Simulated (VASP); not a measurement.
All values below come from r2SCAN meta-GGA, VASP's PBE PAW potentials (set 64) (plane waves; VASP 6.6.1).

VASP input:

### INCAR
```
NELM = 100   ! most electronic steps
LORBIT = 11   ! lm-projected
LCHARG = .FALSE.
EDIFF = 1E-7
LREAL = .FALSE.   ! projection in real space or not
LMIXTAU = .TRUE.
PREC = Accurate
LASPH = .TRUE.   ! aspherical one-centre terms
LEFG = .TRUE.
ISMEAR = -5   ! tetrahedra, Bloechl
SYSTEM = BaHfO3
METAGGA = R2SCAN
ALGO = Normal
NEDOS = 601
LMAXMIX = 6
ISIF = 2   ! forces and stress, cell fixed
LWAVE = .FALSE.
ENCUT = 520   ! plane-wave cut-off (eV)
```

### KPOINTS
```
Automatic mesh
0
Gamma
6 6 6
0 0 0
```

File KPOINTS_OPT:
```
k-points along high-symmetry lines
10
Line-mode
Reciprocal
  0.000000   0.000000   0.000000 ! GAMMA
  0.000000   0.500000   0.000000 ! X

  0.000000   0.500000   0.000000 ! X
  0.500000   0.500000   0.000000 ! M

  0.500000   0.500000   0.000000 ! M
  0.000000   0.000000   0.000000 ! GAMMA

  0.000000   0.000000   0.000000 ! GAMMA
  0.500000   0.500000   0.500000 ! R

  0.500000   0.500000   0.500000 ! R
  0.000000   0.500000   0.000000 ! X

  0.500000   0.500000   0.500000 ! R
  0.500000   0.500000   0.000000 ! M
```

File POSCAR:
```
BaHfO3
1
    4.1710107723    -0.0000000000    -0.0000000000
   -0.0000000000     4.1710107723    -0.0000000000
   -0.0000000000    -0.0000000000     4.1710107723
Ba Hf O
1 1 3
Direct
  0.0000000000   0.0000000000   0.0000000000
  0.5000000000   0.5000000000   0.5000000000
  0.5000000000   0.0000000000   0.5000000000
  0.0000000000   0.5000000000   0.5000000000
  0.5000000000   0.5000000000   0.0000000000
```

POTCAR, in this order: Ba_sv Hf_pv O (PBE.64 set). Program: vasp_std.

Task: What will the output report for the number of irreducible k-points (NKPTS), number of bands (NBANDS), largest plane-wave count, number of space-group operations, FFT grid (NGX, NGY, NGZ)?

Result: 
```json
{
  "number of irreducible k-points (NKPTS)": "20",
  "number of bands (NBANDS)": "23",
  "largest_plane_wave_count": "1980",
  "number_of_space_group_operations": "48",
  "FFT grid (NGX, NGY, NGZ)": "32 × 32 × 32"
}
```

The compound is BaHfO3 in the cubic perovskite structure. It was relaxed first.
